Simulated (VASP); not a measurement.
Input of a VASP 6.6.1 run:

INCAR

```
  PREC = Accurate
  ENCUT = 520
  EDIFF = 1E-7
  ISMEAR = -1
  SIGMA = 0.02
  LREAL = F
  LASPH = T
  NELM = 60
  ALGO = Normal
  ISIF = 2
  LWAVE = F
  LCHARG = F
  GGA = PE
  NBANDS = 15
```

Contents of KPOINTS:

```
Automatic mesh
0
Gamma
  6 6 6
```

Contents of POSCAR:

```
SnH2
1.0
    0.0000000000      2.6545080103      2.6545080103
    2.6545080103      0.0000000000      2.6545080103
    2.6545080103      2.6545080103      0.0000000000
Sn H
1 2
Direct
    0.0000000000      0.0000000000      0.0000000000
    0.2500000000      0.2500000000      0.2500000000
    0.7500000000      0.7500000000      0.7500000000
```

Potentials or basis: VASP PAW PBE potentials, release 64 (Sn_d, H).

Launch:

```sh
$ cat potpaw_PBE.64/Sn_d/POTCAR potpaw_PBE.64/H/POTCAR > POTCAR
$ mpirun -np 1 vasp_std > vasp.out
```

(1) Estimate the pressure.

(2) What does it give for the band gap on the k mesh?

Results:

(1) 1.5 GPa.

(2) none (metal or under the smearing width).
